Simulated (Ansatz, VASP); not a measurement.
# Cross-check of In between VASP and Ansatz

Aim: how closely do two programs agree when they are given the same cell, functional and k mesh? The structure shown is frame 200 of Ansatz's trajectory.

Program: Ansatz 0.2.0. Level of theory: plane waves, with VASP 6.6.1 beside it; single point at PBE with D3(BJ). Results are calculated unless marked as measured.

## (1) The structure

The cell holds 48 atoms: 48 In. Its edges and angles: a = 10.940 Å, b = 10.940 Å, c = 10.940 Å, α = 90.0°, β = 90.0°, γ = 90.0°. As first built, before any earlier steps moved the atoms (in the runner's words): 48 atoms (48 In) placed at random at 6.99 g/cm^3 and pushed apart to contact distance.

## (2) Ansatz: dynamics, PBE with D3(BJ)

Ansatz runs on its default PAW (the set named soft_2) files.

One frame of this run of dynamics is then solved in both programs, so the motion causes no difference.

File input.yaml:

```yaml
crystal:
  lattice:
    - [10.9398, 0.0, 0.0]
    - [0.0, 10.9398, 0.0]
    - [0.0, 0.0, 10.9398]
  atoms:
    - { symbol: In, position: [0.49532, 0.96222, 0.13701] }
    - { symbol: In, position: [0.87955, 0.36797, 0.37727] }
    - { symbol: In, position: [0.71272, 0.45266, 0.58464] }
    - { symbol: In, position: [0.10753, 0.83476, 0.46925] }
    - { symbol: In, position: [0.3722, 0.84025, 0.33686] }
    - { symbol: In, position: [0.42649, 0.11366, 0.38037] }
    - { symbol: In, position: [0.26886, 0.27229, 0.7928] }
    - { symbol: In, position: [0.25566, 0.44375, 0.98728] }
    - { symbol: In, position: [0.9057, 0.67556, 0.52681] }
    - { symbol: In, position: [0.29805, 0.19089, 0.03758] }
    - { symbol: In, position: [0.54034, 0.122, 0.6375] }
    - { symbol: In, position: [0.77968, 0.73777, 0.98113] }
    - { symbol: In, position: [0.10609, 0.51547, 0.48527] }
    - { symbol: In, position: [0.07583, 0.57136, 0.82] }
    - { symbol: In, position: [0.52559, 0.26203, 0.86611] }
    - { symbol: In, position: [0.4838, 0.46259, 0.70665] }
    - { symbol: In, position: [0.20451, 0.83061, 0.71003] }
    - { symbol: In, position: [0.76598, 0.25158, 0.76794] }
    - { symbol: In, position: [0.17662, 0.01254, 0.89315] }
    - { symbol: In, position: [0.86744, 0.89211, 0.38885] }
    - { symbol: In, position: [0.29242, 0.05168, 0.60613] }
    - { symbol: In, position: [0.69079, 0.80979, 0.21417] }
    - { symbol: In, position: [0.32792, 0.63321, 0.82491] }
    - { symbol: In, position: [0.92163, 0.08584, 0.55344] }
    - { symbol: In, position: [0.95491, 0.40292, 0.66379] }
    - { symbol: In, position: [0.02696, 0.69122, 0.04503] }
    - { symbol: In, position: [0.7868, 0.88906, 0.65588] }
    - { symbol: In, position: [0.24714, 0.82698, 0.10248] }
    - { symbol: In, position: [0.84073, 0.02752, 0.8809] }
    - { symbol: In, position: [0.1811, 0.39738, 0.26658] }
    - { symbol: In, position: [0.62657, 0.27522, 0.41586] }
    - { symbol: In, position: [0.09932, 0.25629, 0.47119] }
    - { symbol: In, position: [0.14236, 0.66487, 0.27608] }
    - { symbol: In, position: [0.67424, 0.64325, 0.41263] }
    - { symbol: In, position: [0.82474, 0.60444, 0.76299] }
    - { symbol: In, position: [0.3664, 0.60132, 0.16136] }
    - { symbol: In, position: [0.95114, 0.23126, 0.16851] }
    - { symbol: In, position: [0.01941, 0.20564, 0.81971] }
    - { symbol: In, position: [0.69343, 0.05786, 0.29066] }
    - { symbol: In, position: [0.43385, 0.65664, 0.50972] }
    - { symbol: In, position: [0.54803, 0.82967, 0.7387] }
    - { symbol: In, position: [0.44151, 0.4473, 0.35637] }
    - { symbol: In, position: [0.17511, 0.12935, 0.25779] }
    - { symbol: In, position: [0.34434, 0.29878, 0.54583] }
    - { symbol: In, position: [0.97086, 0.8109, 0.82145] }
    - { symbol: In, position: [0.63845, 0.50086, 0.92105] }
    - { symbol: In, position: [0.68118, 0.46744, 0.17493] }
    - { symbol: In, position: [0.52712, 0.21913, 0.15643] }
kpoints:
  mp_grid: { grid: [1, 1, 1] }
hamiltonian:
  xc: pbe
  dispersion: d3bj
scf:
  occupations: { method: fermi_dirac, width: 0.05 }
output:
  forces: true
  stress: true
md:
  timestep: 5.0
  n_steps: 600
  ensemble: nvt_nose_hoover
  temperature: 973
  initial_velocities: maxwell_boltzmann
  seed: 7
  temperature_schedule:
    - { n_steps: 75, end_temperature: 973 }
    - { n_steps: 75, end_temperature: 473 }
```

The run is started by

```console
$ ansatz run input.yaml --threads 8 --pin off --max-ram 15360MiB --backend cpu --events-out ev --progress --plain --runs-dir out
```

Numbers of over 12 decimals in the logs are rounded to 6 here.

What it wrote:

```text
Warning: md: disabling space-group detection — thermal motion breaks the input geometry's symmetry, so no spatial operation reduces the k-mesh or symmetrises the density; time reversal is kept, so that k and −k are solved as one point where they differ and the mesh holds both, and exact exchange and, on two spinor components, a DFT+U term hold to it where the run has them: on two components no moment then forms, and  [...]
Warning: output.stress: scf.convergence.dr2_threshold = 4.8e-8 eV (the default of an md: trajectory) is looser than the 4.8e-9 eV advised for a printed stress (1e-10 eV for each atom of the cell: 48). What an SCF threshold leaves in a stress goes as its square root, and in the free energy as the threshold itself, and one threshold admits the most on a small cell: [figures from the program's tests cut] Set scf.converg [...]
Engine: ansatz 0.2.0, aarch64-unknown-linux-gnu
Pseudopotentials: kind: paw
Pseudopotential: In, paw, valence charge 13, recommended cutoff 420 eV (normal), In.paw.azcp
Functional definition: PBE
  parameter kappa = 0.804
  parameter beta = 0.066725
  exchange = pbe_x(kappa = kappa, mu = beta*pi^2/3)
  correlation = pbe_c(beta = beta)
Crystal: 48 atoms, lattice volume = 1309.267 Å³
Basis set: ecut = 420 eV, 25677 PW (Γ), exchange–correlation on 150×150×150 points (8 copies of the dense FFT grid, shifted against one another)
Bands: 375, of which v1, the nominal top of the filled ones, is band 312 counted from 1 (311 counted from 0)
Symmetry: 1 space group operations
k-points: 1
Non-local potential: In, projectors of the file, l = 0: 2, l = 1: 2, l = 2: 2, l = 3: 2
PAW form: soft (Blöchl's): semilocal exchange-correlation on the pseudo side does not see the compensation charge
PAW one-centre angular grid: In, 590 points (default); XC on 64 Gauss nodes
Initial density: superposition of atomic densities (neutral atoms: chi_scale 0, normalization atom), corrected by the library's trained network
Initial wavefunctions: pseudopotential atomic-orbital guess
Functional: x = pbe(κ = 0.804, μ = 0.219515), c = pbe(β = 0.066725)
SCF iter   1: F=—  HF=-268702.523137 eV  |F-HF|=—  |Δ(HF+E_count)|=         —  Δρ=3.45e-3  dr2=6.97e-1  ethr=1.77e-3  ⟨swp⟩=6.0  Hψ=1321  notcnv=0  defer=3
preconditioner: auto → LDOS  [metal: Δε(μ)=0.062 eV  Ē_g=15.026 eV  σ=0.050 eV  W_gap=0.30  n_scr=304 (ndim 8)  ℏωp=25.6 eV  f_vac=0.039  D(μ)=23.18/eV (n_scr^D=122)  β→1.0]
SCF iter   2: F=—  HF=-268702.426898 eV  |F-HF|=—  |Δ(HF+E_count)|=   9.62e-2  Δρ=2.22e-3  dr2=1.36e-1  ethr=1.12e-4  ⟨swp⟩=3.0  Hψ=759  notcnv=0  defer=48
SCF iter   3: F=—  HF=-268702.412696 eV  |F-HF|=—  |Δ(HF+E_count)|=   1.42e-2  Δρ=1.32e-3  dr2=5.98e-2  ethr=2.17e-5  ⟨swp⟩=2.0  Hψ=654  notcnv=0  defer=48
SCF iter   4: F=—  HF=-268702.401335 eV  |F-HF|=—  |Δ(HF+E_count)|=   1.14e-2  Δρ=4.52e-4  dr2=1.02e-2  ethr=9.58e-6  ⟨swp⟩=3.0  Hψ=696  notcnv=0  defer=48
SCF iter   5: F=—  HF=-268702.399854 eV  |F-HF|=—  |Δ(HF+E_count)|=   1.48e-3  Δρ=1.89e-4  dr2=1.56e-3  ethr=1.63e-6  ⟨swp⟩=3.0  Hψ=699  notcnv=0  defer=48
SCF iter   6: F=—  HF=-268702.399591 eV  |F-HF|=—  |Δ(HF+E_count)|=   2.63e-4  Δρ=5.05e-5  dr2=1.11e-4  ethr=2.49e-7  ⟨swp⟩=2.0  Hψ=624  notcnv=0  defer=48
SCF iter   7: F=—  HF=-268702.399583 eV  |F-HF|=—  |Δ(HF+E_count)|=   7.54e-6  Δρ=2.06e-5  dr2=1.32e-5  ethr=1.78e-8  ⟨swp⟩=3.0  Hψ=712  notcnv=0  defer=48
SCF iter   8: F=—  HF=-268702.398573 eV  |F-HF|=—  |Δ(HF+E_count)|=   1.01e-3  Δρ=8.35e-6  dr2=2.09e-6  ethr=2.11e-9  ⟨swp⟩=2.0  Hψ=686  notcnv=0  defer=48
SCF iter   9: F=—  HF=-268702.398573 eV  |F-HF|=—  |Δ(HF+E_count)|=   2.05e-7  Δρ=2.71e-6  dr2=2.24e-7  ethr=3.35e-10  ⟨swp⟩=2.0  Hψ=641  notcnv=0  defer=48
SCF iter  10: F=—  HF=-268702.398573 eV  |F-HF|=—  |Δ(HF+E_count)|=   5.10e-8  Δρ=1.44e-6  dr2=5.56e-8  ethr=7.69e-12  ⟨swp⟩=4.0  Hψ=1080  notcnv=0
SCF iter  11: F=-268702.398573 eV  HF=-268702.398573 eV  |F-HF|=1.98e-9  |Δ(HF+E_count)|=   5.01e-9  Δρ=5.22e-7  dr2=8.40e-9  ethr=7.69e-12  ⟨swp⟩=4.0  Hψ=1054  notcnv=0
[...]
md step   562: t =  2810.00 fs  T =   436.2 K (target 473.0 K)  F+E_penalty+E_count = -268715.60997628 eV  E_kin = 2.649938 eV  conserved = -268696.50513031 eV  P_inst = 1.0540 GPa  (3 SCF iters)
md step   564: t =  2820.00 fs  T =   431.4 K (target 473.0 K)  F+E_penalty+E_count = -268715.64494980 eV  E_kin = 2.620547 eV  conserved = -268696.50534308 eV  P_inst = 1.0508 GPa  (3 SCF iters)
md step   566: t =  2830.00 fs  T =   425.4 K (target 473.0 K)  F+E_penalty+E_count = -268715.66053934 eV  E_kin = 2.584244 eV  conserved = -268696.50542801 eV  P_inst = 1.0580 GPa  (3 SCF iters)
md step   568: t =  2840.00 fs  T =   417.9 K (target 473.0 K)  F+E_penalty+E_count = -268715.65542458 eV  E_kin = 2.538737 eV  conserved = -268696.50537329 eV  P_inst = 1.0755 GPa  (3 SCF iters)
md step   570: t =  2850.00 fs  T =   409.8 K (target 473.0 K)  F+E_penalty+E_count = -268715.63601090 eV  E_kin = 2.489432 eV  conserved = -268696.50524058 eV  P_inst = 1.1017 GPa  (7 SCF iters)
md step   572: t =  2860.00 fs  T =   402.6 K (target 473.0 K)  F+E_penalty+E_count = -268715.61274089 eV  E_kin = 2.445820 eV  conserved = -268696.50513623 eV  P_inst = 1.1340 GPa  (3 SCF iters)
md step   574: t =  2870.00 fs  T =   397.6 K (target 473.0 K)  F+E_penalty+E_count = -268715.59394593 eV  E_kin = 2.415425 eV  conserved = -268696.50514983 eV  P_inst = 1.1702 GPa  (3 SCF iters)
md step   576: t =  2880.00 fs  T =   394.8 K (target 473.0 K)  F+E_penalty+E_count = -268715.58075627 eV  E_kin = 2.398800 eV  conserved = -268696.50529231 eV  P_inst = 1.2092 GPa  (3 SCF iters)
md step   578: t =  2890.00 fs  T =   393.2 K (target 473.0 K)  F+E_penalty+E_count = -268715.56639304 eV  E_kin = 2.388847 eV  conserved = -268696.50548699 eV  P_inst = 1.2519 GPa  (3 SCF iters)
md step   580: t =  2900.00 fs  T =   390.9 K (target 473.0 K)  F+E_penalty+E_count = -268715.54046750 eV  E_kin = 2.375066 eV  conserved = -268696.50562269 eV  P_inst = 1.2996 GPa  (7 SCF iters)
md step   582: t =  2910.00 fs  T =   386.8 K (target 473.0 K)  F+E_penalty+E_count = -268715.49562535 eV  E_kin = 2.350132 eV  conserved = -268696.50561103 eV  P_inst = 1.3533 GPa  (4 SCF iters)
md step   584: t =  2920.00 fs  T =   381.0 K (target 473.0 K)  F+E_penalty+E_count = -268715.43265921 eV  E_kin = 2.314943 eV  conserved = -268696.50543716 eV  P_inst = 1.4117 GPa  (3 SCF iters)
md step   586: t =  2930.00 fs  T =   375.3 K (target 473.0 K)  F+E_penalty+E_count = -268715.36164654 eV  E_kin = 2.279758 eV  conserved = -268696.50515510 eV  P_inst = 1.4717 GPa  (3 SCF iters)
md step   588: t =  2940.00 fs  T =   372.2 K (target 473.0 K)  F+E_penalty+E_count = -268715.29888011 eV  E_kin = 2.261104 eV  conserved = -268696.50486456 eV  P_inst = 1.5285 GPa  (3 SCF iters)
md step   590: t =  2950.00 fs  T =   374.6 K (target 473.0 K)  F+E_penalty+E_count = -268715.26082521 eV  E_kin = 2.275670 eV  conserved = -268696.50468053 eV  P_inst = 1.5773 GPa  (8 SCF iters)
md step   592: t =  2960.00 fs  T =   384.1 K (target 473.0 K)  F+E_penalty+E_count = -268715.25728824 eV  E_kin = 2.333275 eV  conserved = -268696.50467802 eV  P_inst = 1.6147 GPa  (3 SCF iters)
md step   594: t =  2970.00 fs  T =   400.3 K (target 473.0 K)  F+E_penalty+E_count = -268715.28707484 eV  E_kin = 2.432108 eV  conserved = -268696.50482817 eV  P_inst = 1.6397 GPa  (3 SCF iters)
md step   596: t =  2980.00 fs  T =   421.4 K (target 473.0 K)  F+E_penalty+E_count = -268715.34001494 eV  E_kin = 2.560259 eV  conserved = -268696.50496037 eV  P_inst = 1.6533 GPa  (3 SCF iters)
md step   598: t =  2990.00 fs  T =   445.4 K (target 473.0 K)  F+E_penalty+E_count = -268715.40704391 eV  E_kin = 2.705607 eV  conserved = -268696.50485274 eV  P_inst = 1.6563 GPa  (3 SCF iters)
[...]
md step   600: t =  3000.00 fs  T =   472.2 K (target 473.0 K)  F+E_penalty+E_count = -268715.49250191 eV  E_kin = 2.868466 eV  conserved = -268696.50449944 eV  P_inst = 1.6475 GPa  (9 SCF iters)
SCF converged after 9 iterations
Free energy (F): -268715.492502 eV
Harris-Foulkes:  -268715.492502 eV  (|F-HF|=1.04e-8)
Internal energy: -268715.329472 eV  (E = F + TS)
E sigma→0 (E₀):  -268715.410987 eV
Entropy (-TS):   -0.163030 eV (-3.396 meV/atom)
Fermi energy:    9.226607 eV
--- Per-component energies (eV) ---
  E_band       = -1532.372885
  E_kinetic    = 11606.987904
  E_local      = -57199.897464  (includes V_loc(G=0)·N_el)
  E_nonlocal   = 17568.401547
  E_hartree    = 22830.222897
  E_xc         = -10379.110346
  E_vxc        = -4814.728460  (∫ρ·V_xc dr)
  E_paw        = -199304.468155  (= ΣΔE_a)
  E_vpaw       = -14353.581276  (= ΣTr[D̂ρ^β])
  E_aug_tail   = 0.001235  (compensation charges beyond the density's cutoff)
  E_ewald      = -53821.845807
  E_disp       = -15.621283  (pairwise vdW)
  E_smearing   = -0.163030  (= −TS)
  E_closure    = -0.000000  (closes the sum)
  Σ components = -268715.492502   (vs F -268715.492502, Δ=0.00e0)
--- Forces (eV/Å), atoms counted from 1 ---
  atom   1  In     0.00061353    -0.48862050    -0.11852195
  atom   2  In    -0.32925764     0.06066599    -0.02689041
  atom   3  In     0.18662355    -0.70734965    -0.24305975
  atom   4  In     0.18254321    -0.06158942     0.79139473
  atom   5  In     0.19960663     0.58623386    -0.10310499
  atom   6  In     0.23254586    -0.15798150     0.40257707
  atom   7  In    -0.51179757     0.89079270    -1.60934828
  atom   8  In     0.02831657    -0.30081954    -0.07288842
  atom   9  In     0.44326685     0.33789306    -0.14755778
  atom  10  In     0.61285750    -0.74730374     1.50268394
  atom  11  In    -0.28450935    -0.16341051     0.64893257
  atom  12  In     0.35032744    -0.21122262     0.02204888
  atom  13  In    -0.33373143    -0.40459482    -0.06826713
  atom  14  In    -0.29519564     0.11934510    -0.01511481
  atom  15  In    -0.18346120     0.15497013    -0.24956146
  atom  16  In    -0.10640534     0.13636663     0.05743822
  atom  17  In    -0.29930558    -0.85740481    -0.34287383
  atom  18  In     0.28543552     0.07922613     0.25306181
  atom  19  In     0.09104533     0.61638995     0.01402455
  atom  20  In    -0.45638302    -0.18947286    -0.42133609
  atom  21  In     0.88206553    -0.27296535    -0.20209352
  atom  22  In    -0.06287247    -0.30255730     0.59894793
  atom  23  In    -0.31093759    -0.10364979    -0.33922973
  atom  24  In     0.36216895    -0.34066954    -0.25153924
[...]
atom  41  In     0.19519254     0.22165291    -0.00618968
  atom  42  In     0.49990804    -0.12997822    -0.16003286
  atom  43  In    -0.44702340     0.04665101    -0.56811506
  atom  44  In    -0.23245476    -0.04391893     0.19073814
  atom  45  In     0.32420536     0.16410560    -0.27412614
  atom  46  In     0.08506609     0.36737767    -0.52847306
  atom  47  In     0.34815354     0.23128003     0.20299760
  atom  48  In     0.21541501     0.17149935    -0.39148948
  max |Σ_I F_I| component: 2.92e-6 eV/Å
--- Stress (GPa, compression-positive) ---
        1.156151      -0.304348       0.447906
       -0.304348       1.101740      -0.102379
        0.447906      -0.102379       1.967599
  P = ⅓ Tr σ = 1.4085 GPa (14.085 kbar)
--- MD trajectory: 600 steps, t = 0.0 → 3000.0 fs ---
  final state: T = 472.2 K   F+E_penalty+E_count = -268715.49250191 eV   E_kin = 2.868466 eV
  conserved energy: peak-to-peak 2.363e-2 eV (4.923e-4 eV/atom) over 3000.0 fs
```

In the SCF lines HF is the Harris–Foulkes energy and dr2 the Hartree energy of the density residual, in eV; the loop may stop once dr2 is under the threshold and the program's other checks hold. Hψ counts applications of the Hamiltonian.

[end of part 1 of 2]

[Lines on the potential files, build, host, timing and source positions are cut from VASP's logs without a mark.]

[Logs are printed without paths, hosts, clocks, repeated set-up lines and the standing remarks that a program may print on its own settings, such as how far it seeks lower states.]

[Hosts, paths, dates, database ids (printed as entryN), source tags and the programs' standing remarks are cut or masked in the printed files.]
